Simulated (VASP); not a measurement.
Here is the system:

```
CELL_PARAMETERS angstrom
      1.79158    -3.10310     0.00000
      1.79158     3.10310     0.00000
      0.00000     0.00000     5.53530
ATOMIC_POSITIONS crystal
  Er 0.33333 0.66667 0.25000
  Er 0.66667 0.33333 0.75000
```

Computed with PBE GGA, VASP's PBE PAW potentials (set 64) (plane waves; VASP). Numerical set-up: 520 eV cut-off, Gaussian smearing of 0.050 eV, potentials Er_3.

The 4f electrons are frozen in the core of the lanthanide potential, so 4f levels, which can set the real gap, and their magnetism are missing.

### Question
Give the energies of bands 7 to 12 at the high-symmetry points, in eV from the Fermi level.

### Answer

```tsv
band	Γ	M	K	A	L	H
7	-5.47	-2.09	-0.84	-3.82	-1.97	-0.58
8	-2.21	-1.36	-0.84	-3.82	-1.97	-0.58
9	1.10	-0.87	-0.80	1.13	0.12	-0.42
10	1.94	-0.17	-0.51	1.14	0.12	-0.42
11	1.96	1.58	1.24	1.83	1.50	0.48
12	2.53	1.64	1.24	1.83	1.50	0.48
```

It has no gap at this level: it comes out as a metal or semimetal.

The compound is Er in the hcp structure. It was relaxed first.
